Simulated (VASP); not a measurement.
# TiMoSe3 (Immm) in VASP: relaxation of cell and atoms with PBE

Aim: the relaxation of cell and atoms of TiMoSe3 with PBE.

Program: VASP 6.6.1. These are calculated values, not measurements. Logs are shortened: lines on timing, memory, paths and dates and some standing lists are left out, and cuts for length are marked.

### Step 1. The structure

It takes space group Immm (No. 71, orthorhombic). Conventional cell: a = 5.499 Å, b = 6.333 Å, c = 8.157 Å, α = 90.00°, β = 90.00°, γ = 90.00°. Ti (site symmetry mmm) has 4 Se at 2.71 to 2.75 Å as nearest neighbours. Mo (site symmetry mmm) has 4 Se at 3.07 Å and 2 Ti at 3.17 Å as nearest neighbours. Se (site symmetry mmm) has 2 Ti at 2.75 Å as nearest neighbours. Se (site symmetry mm2) is surrounded by 1 Ti at 2.71 Å and 1 Se at 2.73 Å and 2 Mo at 3.07 Å.

The cell was built by a generator and needn't be a form met in nature.

### Step 2. Relaxation of cell and atoms, PBE

Contents of INCAR:

```
SYSTEM = TiMoSe3
PREC = Normal
ENCUT = 520
EDIFF = 1E-4
ISMEAR = 0
SIGMA = 0.15
LREAL = .False.
LASPH = .True.
NELM = 60
ALGO = Fast
ISIF = 3
LWAVE = .False.
LCHARG = .False.
GGA = PE
IBRION = 2
NSW = 24
EDIFFG = -0.08
```

Contents of KPOINTS:

```
regular mesh
0
Gamma
  4 4 4
  0 0 0
```

Contents of POSCAR:

```
TiMoSe3
1.0
   -2.7494996700      3.1662975300      4.0786345300
    2.7494996700     -3.1662975300      4.0786345300
    2.7494996700      3.1662975300     -4.0786345300
Ti Mo Se
1 1 3
Direct
    0.5000000000      0.5000000000      0.0000000000
    0.0000000000      0.5000000000      0.5000000000
    0.5000000000      0.0000000000      0.5000000000
    0.8325622900      0.8325622900      0.0000000000
    0.1674377100      0.1674377100      0.0000000000
```

Potentials or basis: VASP PAW PBE potentials, release 64 (Ti_sv, Mo_sv, Se).

The run is started by

```sh
$ cat potpaw_PBE.64/Ti_sv/POTCAR potpaw_PBE.64/Mo_sv/POTCAR potpaw_PBE.64/Se/POTCAR > POTCAR
$ mpirun -np 1 vasp_std > vasp.out
```

OUTCAR:

```text
SYSTEM = TiMoSe3
   PREC = Normal
   ENCUT = 520
   EDIFF = 1E-4
   ISMEAR = 0
   LREAL = .False.
   LASPH = .True.
   NELM = 60
   ISIF = 3
   GGA = PE
   IBRION = 2
   NSW = 24
   EDIFFG = -0.08

 ion  position               nearest neighbor table
   1  0.500  0.500  0.000-   4 2.71   5 2.71   3 2.75   3 2.75   2 3.17   2 3.17
   2  0.000  0.500  0.500-   5 3.07   4 3.07   5 3.07   4 3.07   1 3.17   1 3.17
   3  0.500  0.000  0.500-   1 2.75   1 2.75
   4  0.833  0.833  0.000-   1 2.71   5 2.73   2 3.07   2 3.07
   5  0.167  0.167  0.000-   1 2.71   4 2.73   2 3.07   2 3.07

  LATTYP: Found a body centered orthorhombic cell.
 ALAT       =     5.4989993400
 B/A-ratio  =     1.1515904383
 C/A-ratio  =     1.4834097180

  Lattice vectors:

 A1 = (  -2.7494996700,   3.1662975300,   4.0786345300)
 A2 = (   2.7494996700,  -3.1662975300,   4.0786345300)
 A3 = (   2.7494996700,   3.1662975300,  -4.0786345300)

Analysis of symmetry for initial positions (statically):
=====================================================================
 Subroutine PRICEL returns:
 Original cell was already a primitive cell.

 Routine SETGRP: Setting up the symmetry group for a
 body centered orthorhombic supercell.

 Subroutine GETGRP returns: Found  8 space group operations
 (whereof  8 operations were pure point group operations)
 out of a pool of  8 trial point group operations.

The static configuration has the point symmetry D_2h.

Analysis of symmetry for dynamics (positions and initial velocities):
=====================================================================
 Subroutine PRICEL returns:
 Original cell was already a primitive cell.

 Routine SETGRP: Setting up the symmetry group for a
 body centered orthorhombic supercell.

 Subroutine GETGRP returns: Found  8 space group operations
 (whereof  8 operations were pure point group operations)
 out of a pool of  8 trial point group operations.

The dynamic configuration has the point symmetry D_2h.

 Subroutine INISYM returns: Found  8 space group operations
 (whereof  8 operations are pure point group operations),
 and found     1 'primitive' translations

----------------------------------------------------------------------------------------

                                     Primitive cell

  volume of cell :     142.0300

  direct lattice vectors                    reciprocal lattice vectors
    -2.749499670  3.166297530  4.078634530     0.000000000  0.157913145  0.122590047
     2.749499670 -3.166297530  4.078634530     0.181851268  0.000000000  0.122590047
     2.749499670  3.166297530 -4.078634530     0.181851268  0.157913145  0.000000000

  length of vectors
     5.849824622  5.849824622  5.849824622     0.199912183  0.219313026  0.240845271

  position of ions in fractional coordinates (direct lattice)
     0.500000000  0.500000000  0.000000000
     0.000000000  0.500000000  0.500000000
     0.500000000  0.000000000  0.500000000
[... 81 lines left out ...]
   ISIF   =      3    stress and relaxation
   ISYM   =      2    0-nonsym 1-usesym 2-fastsym
   POTIM  = 0.5000    time-step for ionic-motion
   TEBEG  =    0.0;   TEEND  =   0.0 temperature during run
   PSTRESS=    0.0 pullay stress
   NELECT =      44.0000    total number of electrons
   NUPDOWN=      -1.0000    fix difference up-down
   EMIN   =  10.00;   EMAX   =-10.00  energy-range for DOS
   EFERMI =   0.00;   METHOD = LEGACY
   ISMEAR =     0;   SIGMA  =   0.15  broadening in eV -4-tet -1-fermi 0-gaus
   EFERMI_NEDOS =   21; number of points for ismear=-14 and -15
   IALGO  =     68    algorithm
   IMIX   =      4    mixing-type and parameters
     AMIX     =   0.40;   BMIX     =  1.00
     AMIX_MAG =   1.60;   BMIX_MAG =  1.00
  volume/ion in A,a.u.               =      28.41       191.69
  Fermi-wavevector in a.u.,A,eV,Ry     =   1.107726  2.093299 16.695121  1.227057
  Thomas-Fermi vector in A             =   2.244244
   LORBIT       =      0    0 simple, 1 ext, 2 COOP (PROOUT), +10 PAW based schemes
   GGA     = PE    functional components
   LHFCALC =     F    Hartree Fock is set to
   AEXX    =    0.0000 exact exchange contribution
   IVDW    =     0    specifies the selected vdW correction
   LEPSILON=     F    determine dielectric tensor
   LRPA    =     F    only Hartree local field effects (RPA)
 conjugate gradient relaxation of ions
 non-spin polarized calculation
 RMM-DIIS sequential band-by-band and
 Gauss-broadening in eV      SIGMA  =   0.15
  energy-cutoff  :      520.00
  volume of cell :      142.03
 maximum number of plane-waves:      3862
   NGX = 21   NGY = 21   NGZ = 21

--------------------------------------- Ionic step        1  -------------------------------------------

 number of electron      44.0000001 magnetization

 Free energy of the ion-electron system (eV)
  ---------------------------------------------------
  ext. energy  EPLUGINS =         0.00000000
  ---------------------------------------------------
  free energy    TOTEN  =       -25.26107637 eV

  energy without entropy =      -25.13147853  energy(sigma->0) =      -25.19627745

 E-fermi :   3.0642     XC(G=0):  -9.1711

 val. band max:        3.0573021113   @ k =   0.0000   0.0000   0.0000
 cond. band min:       3.0731968274   @ k =   0.2500   0.2500  -0.0000
 fundamental gap:      0.0158947160
 Fermi energy:         3.0642015449

 k-point     1 :       0.0000    0.0000    0.0000
  band No.  band energies     occupation
      1     -58.1607      2.00000
      2     -54.6746      2.00000
      3     -32.3208      2.00000
      4     -32.3020      2.00000
      5     -31.9677      2.00000
      6     -30.9841      2.00000
[... 621 lines left out ...]
  FREE ENERGIE OF THE ION-ELECTRON SYSTEM (eV)
  ---------------------------------------------------
  free  energy   TOTEN  =       -28.2229866886 eV

  energy  without entropy=      -28.1136389472  energy(sigma->0) =      -28.16831282

[... ionic steps 4 to 17 ...]

--------------------------------------- Ionic step       18  -------------------------------------------

 number of electron      44.0000001 magnetization

------------------------ aborting loop because EDIFF is reached ----------------------------------------
[... 73 lines left out ...]
--------------------------------------- Ionic step       20  -------------------------------------------

 number of electron      44.0000001 magnetization

 Free energy of the ion-electron system (eV)
  ---------------------------------------------------
  ext. energy  EPLUGINS =         0.00000000
  ---------------------------------------------------
  free energy    TOTEN  =       -28.50338950 eV

  energy without entropy =      -28.44909693  energy(sigma->0) =      -28.47624321

 E-fermi :   6.2610     XC(G=0): -10.7274

 val. band max:        6.2050889745   @ k =   0.5000   0.5000  -0.0000
 cond. band min:       6.2660316715   @ k =   0.5000   0.0000  -0.0000
 fundamental gap:      0.0609426970
 Fermi energy:         6.2609617898

 k-point     1 :       0.0000    0.0000    0.0000
  band No.  band energies     occupation
      1     -54.7096      2.00000
      2     -50.6395      2.00000
      3     -28.8981      2.00000
      4     -28.7973      2.00000
      5     -28.7903      2.00000
      6     -27.0637      2.00000
[... 543 lines left out ...]
  FREE ENERGIE OF THE ION-ELECTRON SYSTEM (eV)
  ---------------------------------------------------
  free  energy   TOTEN  =       -28.5033894994 eV

  energy  without entropy=      -28.4490969286  energy(sigma->0) =      -28.47624321

 reached required accuracy - stopping structural energy minimisation
```

OSZICAR:

```text
N       E                     dE             d eps       ncg     rms          rms(c)
DAV:   1     0.427833061829E+03    0.42783E+03   -0.22170E+04  1016   0.158E+03
DAV:   2     0.182722771153E+02   -0.40956E+03   -0.40331E+03  1028   0.420E+02
DAV:   3    -0.272594866511E+02   -0.45532E+02   -0.44461E+02  1582   0.114E+02
DAV:   4    -0.304253381387E+02   -0.31659E+01   -0.31243E+01  1352   0.265E+01
[... 263 lines left out ...]
RMM:   2    -0.285066158954E+02    0.18466E-02   -0.28848E-02  1128   0.125E+00    0.358E-01
RMM:   3    -0.285043861030E+02    0.22298E-02   -0.74635E-03  1202   0.473E-01    0.224E-01
RMM:   4    -0.285034926269E+02    0.89348E-03   -0.26720E-03  1170   0.343E-01    0.955E-02
RMM:   5    -0.285033796714E+02    0.11296E-03   -0.11766E-03  1112   0.238E-01    0.354E-02
RMM:   6    -0.285033894994E+02   -0.98279E-05   -0.21039E-04   643   0.964E-02
  20 F= -.28503389E+02 E0= -.28476243E+02  d E =-.112883E-02
```

Run time: 8.1 min. Hardware: 1 thread of Intel Xeon 6975P-C (Granite Rapids), shared host; peak memory 0.27 GiB.

Results:

```
Free energy                            : -28.5034 eV
Relaxed volume                         : 20.25 Å³/atom
Relaxed cell                           : a = 5.405 Å, b = 5.405 Å, c = 5.405 Å, α = 128.91°, β = 121.19°, γ = 81.61°
Space group after relaxing (to 0.05 Å) : Immm (No. 71)
Energy gained by relaxing              : 648.5 meV/atom
Ionic steps                            : 20
Pressure after relaxing                : -0.1 GPa
Largest force after relaxing           : 0.033 eV/Å
Band gap on the k mesh                 : none (metal or under the smearing width)
```

Forces in eV/Å, atoms in the order of the input:
```
Ti   0.000  0.000  0.000
Mo   0.000  0.000  0.000
Se   0.000  0.000  0.000
Se   0.000  0.000  0.033
Se   0.000  0.000 -0.033
```

Step by step:
```
step  energy change (eV)  largest force (eV/Å)  pressure (GPa)  volume (Å³)
   1              0.0000                1.4012          -13.12       142.03
   2             -2.5867                0.9525           13.13        98.55
   3             -2.9619                0.9314            1.56       106.81
   4             -3.1396                0.2872            0.52       108.08
   5             -3.1449                0.1812            0.36       108.32
   6             -3.1584                0.0565           -1.50       109.16
   7             -3.1590                0.0777           -1.47       109.04
   8             -3.1721                0.0022           -1.14       107.80
   9             -3.1974                0.2175           -0.13       104.06
  10             -3.1122                0.9664            3.82        96.54
  11             -3.2002                0.2521            0.21       103.39
  12             -3.2194                0.2395            0.05       102.40
  13             -3.2192                0.2360            0.93        99.29
  14             -3.2349                0.2271            0.24       101.25
  15             -3.2369                0.2360            0.35       100.37
  16             -3.2377                0.2264            0.41       100.67
  17             -3.2377                0.2277            0.34       100.75
  18             -3.2408                0.1268           -0.12       101.30
  19             -3.2412                0.0820           -0.32       101.58
  20             -3.2423                0.0325           -0.09       101.23
```

Final structure:
```yaml
crystal:
  lattice:
    - [-2.33080, 2.65383, 4.09145]
    - [2.33080, -2.65383, 4.09145]
    - [2.33080, 2.65383, -4.09145]
  atoms:
    - { symbol: Ti, position: [0.50000, 0.50000, 0.00000] }
    - { symbol: Mo, position: [0.00000, 0.50000, 0.50000] }
    - { symbol: Se, position: [0.50000, 0.00000, 0.50000] }
    - { symbol: Se, position: [0.81420, 0.81420, 0.00000] }
    - { symbol: Se, position: [0.18580, 0.18580, 0.00000] }
```

Caveat: the k mesh is coarse (spacing up to 0.38 Å⁻¹), so the values aren't converged; the volume moved by over 15 % at a fixed basis, so the end points are rough; the relaxation stopped at a loose force limit of 0.08 eV/Å, so its end isn't a converged minimum.
